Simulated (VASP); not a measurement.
All values below come from PBEsol GGA, VASP's PBE PAW potentials (set 64) (plane waves; VASP).

The input files of a VASP run:

KPOINTS:
```
kpoints
0
G
  14 14 14
0 0 0
```

INCAR:
```
! general
SYSTEM  = MgO
PREC    = Accurate
ENCUT   = 520
LREAL   = .FALSE.
LASPH   = .TRUE.
NBANDS  = 24

! electronic loop
EDIFF   = 1E-7
NELM    = 100
ALGO    = Normal

! smearing
ISMEAR  = 0
SIGMA   = 0.01

! functional
GGA     = PS

! output
LWAVE   = .FALSE.
LCHARG  = .FALSE.
NEDOS   = 1001

! other
LOPTICS = .TRUE.
CSHIFT  = 0.1
```

File POSCAR:
```
MgO
1
    0.0000000000     2.1041943061     2.1041943061
    2.1041943061     0.0000000000     2.1041943061
    2.1041943061     2.1041943061    -0.0000000000
Mg O
1 1
Direct
  0.0000000000   1.0000000000   0.0000000000
  0.5000000000   0.5000000000   0.5000000000
```

POTCAR, in this order: Mg O (PBE.64 set). Program: vasp_std.

Problem. What does the run give for the energy per atom (σ→0), band gap (on the k-mesh)?

Solution. 
```
Item                               Value
------------------------  --------------
energy per atom (σ→0)     -6.256 eV/atom
band gap (on the k-mesh)         4.66 eV
```

File OSZICAR:
```
...
DAV:   8    -0.125130886288E+02    0.13623E-01   -0.25278E-02  6544   0.855E-01    0.286E-01
DAV:   9    -0.125125240384E+02    0.56459E-03   -0.66447E-04  5984   0.980E-02    0.143E-01
DAV:  10    -0.125124268971E+02    0.97141E-04   -0.24468E-04  6384   0.686E-02    0.704E-03
DAV:  11    -0.125124285149E+02   -0.16178E-05   -0.59268E-06  6280   0.864E-03    0.302E-03
DAV:  12    -0.125124286558E+02   -0.14091E-06   -0.98659E-08  5496   0.141E-03    0.390E-04
DAV:  13    -0.125124287050E+02   -0.49207E-07   -0.64552E-09  4224   0.357E-04
   1 F= -.12512429E+02 E0= -.12512429E+02  d E =-.610280E-23
 imaginary and real dielectric function
```

The structure comes from a measured MgO entry (Fm-3m) of the Crystallography Open Database, whose conditions weren't checked. It was relaxed first.
